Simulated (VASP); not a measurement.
```xyz
2
Lattice="0.0000 2.4192 2.4192 2.4192 0.0000 2.4192 2.4192 2.4192 0.0000" Properties=species:S:1:pos:R:3 pbc="T T T"
Gd     0.0000     0.0000     0.0000
N      2.4192     2.4192     2.4192
```

Calculation: PBE GGA with D4 dispersion, VASP's PBE PAW potentials (set 64) (plane waves; VASP). Run with 520 eV cut-off, 13×13×13 Γ-centred mesh, first-order Methfessel-Paxton smearing of 0.10 eV, potentials Gd_3 N.

The 4f electrons are frozen in the core of the lanthanide potential, so 4f levels, which can set the real gap, and their magnetism are missing.

Q: Predict the energy per atom (σ→0), pressure, band gap (on the k-mesh) with the smallest direct gap where there is one.

A: 
```
Property                                                     Value
------------------------  ----------------------------------------
band gap (on the k-mesh)  none (metal, semimetal or under 0.01 eV)
energy per atom (σ→0)                               -8.399 eV/atom
pressure                                                 11.45 GPa
```

The absolute energy has meaning only against runs of the same code, potentials and settings.

The compound is GdN in the rock salt structure. This cell is one point of a volume scan, at 0.94 of the reference volume.
